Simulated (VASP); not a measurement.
# Si2Mo with r2SCAN + rVV10: from relaxation to properties, part 2 of 2

Aim: relax Si2Mo with r2SCAN + rVV10, compute its properties on that cell and hold them against experiment. The start is a cell from a database of measured crystal structures.

VASP 6.6.1, plane waves and PAW; the level of theory is named at each step.

So far. Step 6 (Bands along the symmetry lines (r2SCAN + rVV10 + SOC)): Of the bands kept, 4 cross the Fermi level on this path (spinor bands, one electron each). The relaxed cell has a = 3.197, c = 7.814 Å (conventional setting).

The database entry behind the starting cell is an old determination (1927), so it need not match the best structure at ambient conditions.

## (7) Field gradients at the nuclei (r2SCAN + rVV10)

This step: r2SCAN with rVV10; plane waves and PAW (Si, Mo_sv) (VASP 6.6.1).

Field gradients probe how far the charge around each nucleus departs from cubic symmetry; LASPH keeps the non-spherical terms inside the spheres.

File INCAR:

```
SYSTEM = Si2Mo
PREC = Accurate
ENCUT = 400
EDIFF = 1E-07
NELM = 100
ISMEAR = 0
SIGMA = 0.05
LREAL = .FALSE.
ALGO = Normal
METAGGA = R2SCAN
LUSE_VDW = .TRUE.
IVDW_NL = 2
BPARAM = 11.95
CPARAM = 0.0093
LASPH = .TRUE.
NBANDS = 17
LORBIT = 11
LWAVE = .FALSE.
LCHARG = .FALSE.
KPAR = 2
LEFG = .TRUE.
```

File POSCAR:

```
Si2Mo
1.0
   -3.1971354836      0.0000000000      0.0000000000
    0.0000000000      3.1971354836      0.0000000000
    1.5985677418     -1.5985677418     -3.9067981380
Si Mo
2 1
Direct
    0.6647297926      0.6647297926      0.3294595852
    0.3352702074      0.3352702074      0.6705404148
    0.0000000000      0.0000000000      0.0000000000
```

File KPOINTS:

```
Automatic mesh
0
Gamma
8 8 8
0 0 0
```

Potentials, in the order of the species: Si and Mo_sv (PBE family, release 64).

Run with:

```bash
mpirun -np 2 vasp_std
```

It took 95 s on 2 MPI ranks of Intel Xeon Platinum 8175M at 2.50GHz (Skylake/Cascade Lake), shared host; peak memory 0.46 GiB.

This step gave:

```yaml
electronic_steps: 16
bands: 17
irreducible_k_points: 59
free_energy_toten: -44.73 eV
fermi_energy: 12.35 eV
pressure: 0.002566 GPa
```

Electric field gradients, by row:

```
atom  Vxx (V/Å²)  Vyy (V/Å²)  Vzz (V/Å²)  asymmetry
 Si1       6.171       6.171      -12.34          0
 Si2       6.171       6.171      -12.34          0
 Mo3       31.89       31.89      -63.77          0
```

The largest gradient, -63.77 V/Å², sits on Mo3; times the quadrupole moment of a nucleus that has one, it gives the coupling that NMR and NQR see.

## (8) Independent-particle dielectric function (r2SCAN + rVV10)

LOPTICS sums transitions from filled to empty bands. The mesh is finer than in the run before. NBANDS is raised for it.

INCAR, as its differences from that of step 7:

```diff
@@ -3,3 +3,3 @@
 ENCUT = 400
-EDIFF = 1E-07
+EDIFF = 1E-06
 NELM = 100
@@ -15,3 +15,3 @@
 LASPH = .TRUE.
-NBANDS = 17
+NBANDS = 35
 LORBIT = 11
@@ -20,2 +20,4 @@
 KPAR = 2
-LEFG = .TRUE.
+LOPTICS = .TRUE.
+NEDOS = 1500
+CSHIFT = 0.1
```

POSCAR is that of step 7.

File KPOINTS:

```
Automatic mesh
0
Gamma
11 11 11
0 0 0
```

Run with:

```bash
mpirun -np 2 vasp_std
```

Run time: 3.9 min. Hardware: 2 MPI ranks; peak memory 0.67 GiB.

These are independent-particle spectra without excitons or local fields, and fine structure depends on the mesh and on CSHIFT. The intraband (Drude) part is not in this spectrum.

Numbers from this step:

```
electronic steps     : 14
bands                : 35
irreducible k points : 126
Fermi energy         : 12.29 eV
pressure             : 0.04627 GPa
```

The imaginary dielectric function has structure finer than the step of the table below, so its rows give means over 0.5 eV, whole bins alone (the curve runs from 0 to 24.9 eV). Peaks (eV: height): xx 4.25: 31.9, 5.87: 26.1; zz 2.70: 37.9, 3.09: 38.3, 6.95: 21.0.

The imaginary dielectric function by photon energy; means over each step:

| photon energy (eV) | xx | zz |
| --- | --- | --- |
| 0.5 | 3.76 | 0.500 |
| 1.0 | 4.69 | 3.14 |
| 1.5 | 4.59 | 11.8 |
| 2.0 | 5.43 | 11.3 |
| 2.5 | 8.20 | 25.5 |
| 3.0 | 15.3 | 35.4 |
| 3.5 | 15.0 | 28.7 |
| 4.0 | 24.6 | 21.3 |
| 4.5 | 29.5 | 19.9 |
| 5.0 | 23.3 | 15.9 |
| 5.5 | 21.5 | 15.5 |
| 6.0 | 24.7 | 18.5 |
| 6.5 | 21.0 | 18.8 |
| 7.0 | 14.7 | 19.3 |
| 7.5 | 11.2 | 15.0 |
| 8.0 | 7.44 | 9.29 |
| 8.5 | 5.84 | 6.57 |
| 9.0 | 4.86 | 4.66 |
| 9.5 | 4.03 | 3.76 |
| 10.0 | 3.50 | 2.86 |
| 10.5 | 2.83 | 2.18 |
| 11.0 | 1.94 | 1.82 |
| 11.5 | 1.71 | 1.40 |
| 12.0 | 1.63 | 1.09 |
| 12.5 | 1.44 | 0.892 |
| 13.0 | 1.30 | 0.737 |
| 13.5 | 1.07 | 0.725 |
| 14.0 | 0.968 | 0.725 |
| 14.5 | 0.732 | 0.627 |
| 15.0 | 0.660 | 0.478 |
| 15.5 | 0.676 | 0.514 |
| 16.0 | 0.453 | 0.445 |
| 16.5 | 0.394 | 0.412 |
| 17.0 | 0.347 | 0.404 |
| 17.5 | 0.306 | 0.299 |
| 18.0 | 0.272 | 0.250 |
| 18.5 | 0.245 | 0.225 |
| 19.0 | 0.200 | 0.181 |
| 19.5 | 0.187 | 0.190 |
| 20.0 | 0.201 | 0.211 |
| 20.5 | 0.185 | 0.181 |
| 21.0 | 0.205 | 0.223 |
| 21.5 | 0.177 | 0.190 |
| 22.0 | 0.188 | 0.172 |
| 22.5 | 0.206 | 0.174 |
| 23.0 | 0.204 | 0.147 |
| 23.5 | 0.168 | 0.173 |
| 24.0 | 0.174 | 0.177 |
| 24.5 | 0.161 | 0.181 |

The real dielectric function by photon energy:

```csv
photon energy (eV),xx,zz
0.0,22.9,26.2
0.5,22.6,27.1
1.0,22.6,31.6
1.5,19.8,28.7
2.0,20.2,29.9
2.5,26.2,39.3
3.0,22.2,20.4
3.5,20.7,2.05
4.0,23.2,3.19
4.5,9.35,1.06
5.0,1.65,-1.91
5.5,3.70,4.92
6.0,-2.81,2.39
6.5,-10.3,-3.58
7.0,-9.77,-7.12
7.5,-10.4,-11.9
8.0,-8.89,-10.4
8.5,-7.50,-9.78
9.0,-6.90,-8.03
9.5,-5.69,-7.05
10.0,-5.10,-5.89
10.5,-5.16,-5.26
11.0,-4.15,-4.40
11.5,-3.52,-4.26
12.0,-3.12,-3.37
12.5,-2.91,-3.03
13.0,-2.46,-2.54
13.5,-2.31,-2.21
14.0,-2.13,-1.95
14.5,-1.91,-1.81
15.0,-1.60,-1.53
15.5,-1.50,-1.29
16.0,-1.38,-1.20
16.5,-1.17,-1.04
17.0,-0.993,-0.941
17.5,-0.848,-0.847
18.0,-0.739,-0.724
18.5,-0.637,-0.622
19.0,-0.512,-0.458
19.5,-0.370,-0.339
20.0,-0.294,-0.284
20.5,-0.197,-0.191
21.0,-0.145,-0.125
21.5,-0.0869,-0.104
22.0,-0.00475,-0.0170
22.5,0.0600,0.0262
23.0,0.0534,0.0927
23.5,0.111,0.158
24.0,0.155,0.212
24.5,0.188,0.216
```

## (9) What came out

```yaml
relaxed_volume: 13.31 Å³/atom
relaxed_conventional_cell_a_b_c: 3.197, 3.197, 7.814 Å
space_group_after_relaxing_within_0p02_a: I4/mmm (No. 139)
band_gap: none, a metal
dos_at_the_fermi_level: 0.190 states/eV/cell
band_gap_r2scan_rvv10_soc: none, a metal
largest_field_gradient_vzz: -63.77 V/Å² on Mo3
```

In words: With r2SCAN + rVV10, Si2Mo relaxes to 13.31 Å³/atom in space group I4/mmm (held by the symmetry of the run) and comes out as a metal. Against the listed cell the volume lies -0.8 % (a -0.1 %, c -0.6 %). Bands along the symmetry lines (r2SCAN + rVV10): Of the bands kept, 2 cross the Fermi level on this path. Bands along the symmetry lines (r2SCAN + rVV10 + SOC): Of the bands kept, 4 cross the Fermi level on this path (spinor bands, one electron each). No search among competing phases was made, and a listed structure need not be the one stable at ambient conditions. All values are for a static lattice at zero temperature.

Computed beside measured:

```
              quantity  measured  r2SCAN with rVV10
lattice constant a (Å)   3.20519     3.197 (-0.3 %)
lattice constant c (Å)   7.84461     7.814 (-0.4 %)
```

Measured values from arxiv:2202.05362 (2022).

**Verdict.** The lattice constant a is off by -0.3 %: good agreement. The lattice constant c is off by -0.4 %: good agreement. The grades are ours: good and fair within 0.7 and 1.5 % for the lattice constant a and 0.8 and 2 % for the lattice constant c. Zero-point motion and thermal expansion are not in the computed lattice constants.

[Lines on the potential files, build, host, timing and source positions are cut from VASP's logs without a mark.]

[Logs are printed without paths, hosts, clocks, repeated set-up lines and the standing remarks that a program may print on its own settings, such as how far it seeks lower states.]

[Hosts, paths, dates, database ids (printed as entryN), source tags and the programs' standing remarks are cut or masked in the printed files.]

[A measured line is paired with the nearest computed mode of its activity, which favours agreement.]
